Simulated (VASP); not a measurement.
An input for Quantum ESPRESSO's pw.x (written as the equivalent of a VASP run, and not itself run):

```
&CONTROL
  calculation = 'scf'
  pseudo_dir = './pseudo'
  outdir = './out'
  tprnfor = .true.
  tstress = .true.
/
&SYSTEM
  ibrav = 0
  nat = 3
  ntyp = 2
  ecutwfc = 70
  occupations = 'smearing'
  smearing = 'gaussian'
  degauss = 0.003675
  input_dft = 'pbe'
/
&ELECTRONS
  conv_thr = 7.3e-08
  electron_maxstep = 100
/
ATOMIC_SPECIES
  Pb 207.200 Pb.upf
  I 126.904 I.upf
CELL_PARAMETERS angstrom
     2.3256000   -4.0280580    0.0000000
     2.3256000    4.0280580    0.0000000
     0.0000000    0.0000000    7.1196000
ATOMIC_POSITIONS crystal
  Pb   0.0000000  0.0000000  0.0000000
  I    0.3333330  0.6666670  0.2680000
  I    0.6666670  0.3333330  0.7320000
K_POINTS automatic
  5 5 3 0 0 0
```

Write the VASP files for the same calculation (PBE).

Several could match; the one computed here: 
INCAR:
```
ADDGRID=.TRUE.
ALGO=Normal
EDIFF=1E-6
ENCUT=400
GGA=PE
ISIF=2
ISMEAR=0
LASPH=.TRUE.
LCHARG=.FALSE.
LMAXMIX=4
LREAL=.FALSE.
LWAVE=.FALSE.
NELM=100
PREC=Accurate
SIGMA=0.05
SYSTEM=PbI2
```

### KPOINTS
```
Automatic mesh
0
Gamma
5 5 3
0 0 0
```

**POSCAR**
```
PbI2
1
    2.3256000000    -4.0280580000     0.0000000000
    2.3256000000     4.0280580000     0.0000000000
    0.0000000000     0.0000000000     7.1196000000
Pb I
1 2
Direct
  0.0000000000   0.0000000000   0.0000000000
  0.3333330000   0.6666670000   0.2680000000
  0.6666670000   0.3333330000   0.7320000000
```

POTCAR, in this order: Pb_d I (PBE.64 set). Program: vasp_std.

What does not carry over: the potentials are each code's own (VASP's PAW set, PseudoDojo norm-conserving files in pw.x), so ENCUT and ecutwfc are chosen apart and not converted; conv_thr bounds pw.x's estimated SCF error, while EDIFF bounds the energy change between steps.

The compound is PbI2 in the 1T layered structure. The cell was not relaxed at this level. The run is one of a series of settings (ADDGRID = .TRUE. against the base run), some of them coarse on purpose.
